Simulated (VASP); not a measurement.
All values below come from LDA (Ceperley-Alder, Perdew-Zunger), VASP's LDA PAW potentials (set 64) (plane waves; VASP).

VASP input:

### POSCAR
```
MnO2
1
    4.3044533649    -0.0000000000     0.0000000000
   -0.0000000000     4.3044533649     0.0000000000
    0.0000000000     0.0000000000     2.7690903332
Mn O
2 4
Direct
  1.0000000000   0.0000000000   0.0000000000
  0.5000000000   0.5000000000   0.5000000000
  0.3012510579   0.3012510579   0.0000000000
  0.8012510579   0.1987489421   0.5000000000
  0.1987489421   0.8012510579   0.5000000000
  0.6987489421   0.6987489421   0.0000000000
```

File KPOINTS:
```
Regular mesh
0
G
 7 7 11
0 0 0
```

### INCAR
```
# general
SYSTEM   =  MnO2
PREC     =  Accurate
ENCUT    =  620   # plane-wave cut-off (eV)
LREAL    =  .FALSE.   # projection in real space or not
LASPH    =  .TRUE.   # aspherical one-centre terms

# electronic loop
EDIFF    =  1E-6   # SCF stop (eV)
NELM     =  100   # most electronic steps
ALGO     =  Normal
LMAXMIX  =  4   # l cut-off of mixed one-centre charges

# smearing
ISMEAR   =  1   # Methfessel-Paxton
SIGMA    =  0.1

# spin
ISPIN    =  2   # spin-polarised
MAGMOM   =  2.1 -2.1 -0.0 2*0.0 -0.0

# ions
IBRION   =  2   # conjugate gradients
NSW      =  40   # most ionic steps
ISIF     =  3   # ions, shape and volume
EDIFFG   =  -0.02   # ionic stop
PSTRESS  =  100   # kbar

# output
LWAVE    =  .FALSE.
LCHARG   =  .FALSE.
LORBIT   =  10
```

POTCAR, in this order: Mn_pv O (LDA.64 set). Program: vasp_std.

What VASP printed:

File OSZICAR:
```
       N       E                     dE             d eps       ncg     rms          rms(c)
DAV:   1     0.698089933645E+03    0.69809E+03   -0.31626E+04  7296   0.232E+03
DAV:   2     0.201632222524E+02   -0.67793E+03   -0.64001E+03  7728   0.621E+02
DAV:   3    -0.654673356659E+02   -0.85631E+02   -0.83071E+02  8784   0.206E+02
DAV:   4    -0.685206641616E+02   -0.30533E+01   -0.28564E+01  8566   0.356E+01
DAV:   5    -0.685844225020E+02   -0.63758E-01   -0.62626E-01  7414   0.549E+00    0.501E+01
DAV:   6    -0.648768671704E+02    0.37076E+01   -0.15687E+02  8690   0.124E+02    0.496E+01
DAV:   7    -0.557214141096E+02    0.91555E+01   -0.10796E+02  9068   0.127E+02    0.219E+01
DAV:   8    -0.535391661206E+02    0.21822E+01   -0.89409E+00  7684   0.307E+01    0.732E+00
DAV:   9    -0.532646640345E+02    0.27450E+00   -0.14114E+00  9448   0.114E+01    0.224E+00
DAV:  10    -0.532683523032E+02   -0.36883E-02   -0.12409E-01  7416   0.283E+00    0.130E+00
DAV:  11    -0.532638223829E+02    0.45299E-02   -0.17961E-02  8512   0.187E+00    0.658E-01
DAV:  12    -0.532623247957E+02    0.14976E-02   -0.10137E-02  8908   0.150E+00    0.247E-01
DAV:  13    -0.532624166625E+02   -0.91867E-04   -0.86108E-04  7458   0.228E-01    0.617E-02
DAV:  14    -0.532624012397E+02    0.15423E-04   -0.86897E-05  8536   0.616E-02    0.353E-02
DAV:  15    -0.532623972786E+02    0.39611E-05   -0.21989E-05  8486   0.643E-02    0.123E-02
DAV:  16    -0.532623978297E+02   -0.55110E-06   -0.32256E-06  6998   0.204E-02
   1 F= -.50060094E+02 E0= -.50060327E+02  d E =-.500601E+02  mag=     0.0000
       N       E                     dE             d eps       ncg     rms          rms(c)
DAV:   1    -0.540365450762E+02   -0.77415E+00   -0.18026E+01  7200   0.517E+01    0.105E+01
DAV:   2    -0.536158328655E+02    0.42071E+00   -0.57831E+00  7504   0.323E+01    0.818E+00
DAV:   3    -0.531792703880E+02    0.43656E+00   -0.24201E+00  8792   0.212E+01    0.321E+00
DAV:   4    -0.531230012138E+02    0.56269E-01   -0.53035E-01  7200   0.714E+00    0.863E-01
DAV:   5    -0.531190433295E+02    0.39579E-02   -0.23238E-02  7890   0.119E+00    0.434E-01
DAV:   6    -0.531178845093E+02    0.11588E-02   -0.36880E-03  7724   0.449E-01    0.222E-01
DAV:   7    -0.531175678103E+02    0.31670E-03   -0.65241E-04  7742   0.290E-01    0.813E-02
DAV:   8    -0.531175621309E+02    0.56794E-05   -0.12801E-04  8618   0.127E-01    0.366E-02
DAV:   9    -0.531175639111E+02   -0.17802E-05   -0.21409E-05  9048   0.455E-02    0.185E-02
DAV:  10    -0.531175624767E+02    0.14344E-05   -0.10389E-05  7278   0.210E-02    0.105E-02
DAV:  11    -0.531175626345E+02   -0.15779E-06   -0.46014E-07  3606   0.673E-03
   2 F= -.50042508E+02 E0= -.50042468E+02  d E =0.175858E-01  mag=    -0.0000
       N       E                     dE             d eps       ncg     rms          rms(c)
DAV:   1    -0.535802590824E+02   -0.46270E+00   -0.67063E+00  7200   0.321E+01    0.641E+00
DAV:   2    -0.535643993136E+02    0.15860E-01   -0.34718E+00  7768   0.262E+01    0.622E+00
DAV:   3    -0.532352525933E+02    0.32915E+00   -0.98038E-01  8368   0.133E+01    0.155E+00
DAV:   4    -0.532335724839E+02    0.16801E-02   -0.22957E-01  7200   0.277E+00    0.108E+00
DAV:   5    -0.532259156372E+02    0.76568E-02   -0.18711E-02  9140   0.165E+00    0.365E-01
DAV:   6    -0.532252028863E+02    0.71275E-03   -0.11810E-02  7248   0.717E-01    0.206E-01
DAV:   7    -0.532247981484E+02    0.40474E-03   -0.12506E-03  8262   0.329E-01    0.461E-02
DAV:   8    -0.532247956100E+02    0.25384E-05   -0.21867E-04  7272   0.936E-02    0.210E-02
DAV:   9    -0.532247944209E+02    0.11891E-05   -0.62265E-06  7650   0.250E-02    0.117E-02
DAV:  10    -0.532247942579E+02    0.16302E-06   -0.29250E-06  5570   0.111E-02
   3 F= -.50073638E+02 E0= -.50073849E+02  d E =-.135437E-01  mag=     0.0000
       N       E                     dE             d eps       ncg     rms          rms(c)
DAV:   1    -0.532238374322E+02    0.95699E-03   -0.11633E-03  7200   0.416E-01    0.835E-02
DAV:   2    -0.532238218320E+02    0.15600E-04   -0.47736E-04  7656   0.303E-01    0.752E-02
DAV:   3    -0.532237790105E+02    0.42822E-04   -0.16203E-04  8704   0.176E-01    0.223E-02
DAV:   4    -0.532237770443E+02    0.19662E-05   -0.32442E-05  7212   0.423E-02    0.906E-03
DAV:   5    -0.532237764682E+02    0.57605E-06   -0.11787E-06  3826   0.104E-02
   4 F= -.50073637E+02 E0= -.50073846E+02  d E =-.135432E-01  mag=     0.0000
       N       E                     dE             d eps       ncg     rms          rms(c)
DAV:   1    -0.532217102938E+02    0.20668E-02   -0.40115E-01  7200   0.452E+00    0.422E-01
DAV:   2    -0.532219816278E+02   -0.27133E-03   -0.20455E-02  8150   0.163E+00    0.394E-01
DAV:   3    -0.532211308694E+02    0.85076E-03   -0.35000E-03  9002   0.835E-01    0.150E-01
DAV:   4    -0.532209231241E+02    0.20775E-03   -0.84081E-04  8016   0.244E-01    0.628E-02
DAV:   5    -0.532209198554E+02    0.32686E-05   -0.11570E-04  7904   0.729E-02    0.376E-02
DAV:   6    -0.532209179412E+02    0.19143E-05   -0.68508E-06  8578   0.341E-02    0.167E-02
DAV:   7    -0.532209175755E+02    0.36569E-06   -0.12989E-06  3770   0.955E-03
   5 F= -.50073977E+02 E0= -.50074135E+02  d E =-.340392E-03  mag=    -0.0000
       N       E                     dE             d eps       ncg     rms          rms(c)
DAV:   1    -0.532223803032E+02   -0.14624E-02   -0.53603E-02  7200   0.165E+00    0.155E-01
DAV:   2    -0.532224198195E+02   -0.39516E-04   -0.27629E-03  8140   0.599E-01    0.146E-01
DAV:   3    -0.532223015775E+02    0.11824E-03   -0.47223E-04  8960   0.307E-01    0.550E-02
DAV:   4    -0.532222739223E+02    0.27655E-04   -0.11626E-04  8054   0.881E-02    0.230E-02
DAV:   5    -0.532222734950E+02    0.42726E-06   -0.15129E-05  7874   0.264E-02    0.139E-02
DAV:   6    -0.532222731977E+02    0.29736E-06   -0.84292E-07  3762   0.130E-02
   6 F= -.50074162E+02 E0= -.50074340E+02  d E =-.525121E-03  mag=     0.0000
```

**OUTCAR**
```
------------------------ aborting loop because EDIFF is reached ----------------------------------------
  FORCE on cell =-STRESS in cart. coord.  units (eV):
  Direction    XX          YY          ZZ          XY          YZ          ZX
  --------------------------------------------------------------------------------------
  Total        3.1806902      3.1806902      3.1447117      0.0000000      0.0000000      0.0000000
  in kB      101.0348818    101.0348818     99.8920228      0.0000000      0.0000000      0.0000000
  external PRESSURE =       0.6539288 kB  Pullay stress =     100.0000000 kB
  volume of cell :       50.44
      direct lattice vectors                 reciprocal lattice vectors
     4.278612248 -0.000000000  0.000000000     0.233720642 -0.000000000  0.000000000
     0.000000000  4.278612248  0.000000000     0.000000000  0.233720642  0.000000000
     0.000000000  0.000000000  2.755210324     0.000000000  0.000000000  0.362948698
 POSITION                                       TOTAL-FORCE (eV/Angst)
 -----------------------------------------------------------------------------------
      0.00000      0.00000      0.00000        -0.000000     -0.000000      0.000000
      2.13931      2.13931      1.37761        -0.000000     -0.000000      0.000000
      1.28720      1.28720      0.00000        -0.003339     -0.003339     -0.000000
      3.42651      0.85211      1.37761        -0.003339      0.003339      0.000000
      0.85211      3.42651      1.37761         0.003339     -0.003339     -0.000000
      2.99141      2.99141      0.00000         0.003339      0.003339      0.000000
 -----------------------------------------------------------------------------------
    total drift:                                0.000000      0.000000      0.000000
  FREE ENERGIE OF THE ION-ELECTRON SYSTEM (eV)
  ---------------------------------------------------
  free  energy   TOTEN  =       -53.2222731977 eV

  energy  without entropy=      -53.2228071861  energy(sigma->0) =      -53.22245119
  enthalpy is  TOTEN    =       -50.0741622121 eV   P V=        3.1481109856

 total charge

# of ion       s       p       d       tot
------------------------------------------
    1        0.399   6.565   5.099  12.063
    2        0.399   6.565   5.099  12.063
    3        1.559   3.481   0.000   5.039
    4        1.559   3.481   0.000   5.039
    5        1.559   3.481   0.000   5.039
    6        1.559   3.481   0.000   5.039
--------------------------------------------------
tot          7.032  27.052  10.199  44.283

 magnetization (x)

# of ion       s       p       d       tot
------------------------------------------
    1        0.009   0.013   2.021   2.043
    2       -0.009  -0.013  -2.021  -2.043
    3       -0.000  -0.035   0.000  -0.035
    4        0.000   0.035   0.000   0.035
    5        0.000   0.035   0.000   0.035
    6       -0.000  -0.035   0.000  -0.035
--------------------------------------------------
tot          0.000   0.000   0.000   0.000

 reached required accuracy - stopping structural energy minimisation
```
(Selected blocks of OUTCAR.)

**CONTCAR**
```
MnO2
   1.00000000000000
     4.2786122483795594   -0.0000000000000000    0.0000000000000000
     0.0000000000000000    4.2786122483795594    0.0000000000000000
     0.0000000000000000    0.0000000000000000    2.7552103237814793
  Mn              O
     2     4
Direct
     0.0000000000000000    0.0000000000000000    0.0000000000000000
     0.5000000000000000    0.5000000000000000    0.5000000000000000
     0.3008453324545846    0.3008453324545846    0.0000000000000000
     0.8008453324545847    0.1991546675454154    0.5000000000000000
     0.1991546675454154    0.8008453324545847    0.5000000000000000
     0.6991546675454153    0.6991546675454153    0.0000000000000000
```

**OUTCAR**
```
 val. band max:        6.4397307857   @ k =   0.4286   0.1429   0.0000

 cond. band min:       6.4519264549   @ k =   0.4286   0.2857   0.1818


 Fermi energy:         6.4485500585

 spin component 1

 k-point     1 :       0.0000    0.0000    0.0000
  band No.  band energies     occupation
      1     -43.3326      1.00000
      2     -43.3010      1.00000
      3     -43.2710      1.00000
      4     -41.2693      1.00000
      5     -41.2234      1.00000
      6     -41.1562      1.00000
      7     -14.1445      1.00000
      8     -11.8951      1.00000
      9     -11.4893      1.00000
     10     -11.4109      1.00000
     11      -2.1861      1.00000
     12      -1.3427      1.00000
     13      -0.9988      1.00000
     14       0.2349      1.00000
     15       0.6727      1.00000
     16       1.7985      1.00000
     17       1.8468      1.00000
     18       2.6129      1.00000
     19       4.3788      1.00000
     20       4.5954      1.00000
     21       4.6160      1.00000
     22       4.9783      1.00000
     23       4.9785      1.00000
     24       4.9952      1.00000
     25       5.8001      1.00000
     26       5.8620      1.00000
     27       6.3381      1.03284
     28       7.8006     -0.00000
     29       8.2704     -0.00000
     30       9.9368      0.00000

 k-point     2 :       0.1429    0.0000    0.0000
  band No.  band energies     occupation
      1     -43.3326      1.00000
      2     -43.3010      1.00000
      3     -43.2710      1.00000
      4     -41.2695      1.00000
      5     -41.2235      1.00000
      6     -41.1562      1.00000
      7     -14.0492      1.00000
      8     -11.9911      1.00000
      9     -11.5239      1.00000
     10     -11.4427      1.00000
     11      -2.0115      1.00000
     12      -1.2642      1.00000
     13      -0.8279      1.00000
     14       0.2434      1.00000
     15       0.6962      1.00000
     16       1.6148      1.00000
...
```

The compound is MnO2 in the rutile structure. This run relaxes it under an external pressure of 10 GPa. Symmetry was kept, so distortions that lower it aren't found.
